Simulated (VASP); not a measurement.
Given:

```yaml
crystal:
  lattice:
    - [0.00000, 2.78641, 2.78641]
    - [2.78641, 0.00000, 2.78641]
    - [2.78641, 2.78641, 0.00000]
  atoms:
    - { symbol: K, position: [0.00000, 0.00000, 0.00000] }
    - { symbol: I, position: [0.50000, 0.50000, 0.50000] }
```

These are PBEsol GGA, VASP's PBE PAW potentials (set 64) (plane waves; VASP 6.6.1) values and carry that method's errors. Settings: 500 eV cut-off, 8×8×8 Γ-centred mesh, Gaussian smearing of 0.050 eV, potentials K_sv I.

Unless said otherwise, spin-orbit coupling is left out, though it shifts the bands of the heavy elements here.

Task: Predict the energy per atom (σ→0), pressure, band gap (on the k-mesh) with the smallest direct gap where there is one.

Result: 
| Property | Result |
|---|---|
| band gap (on the k-mesh) | 2.02 eV |
| smallest direct gap (on the k-mesh) | 2.81 eV |
| energy per atom (σ→0) | -1.337 eV/atom |
| pressure | 45.12 GPa |

The absolute energy has meaning only against runs of the same code, potentials and settings.

The compound is KI in the rock salt structure. It was relaxed first under an external pressure of 45 GPa.
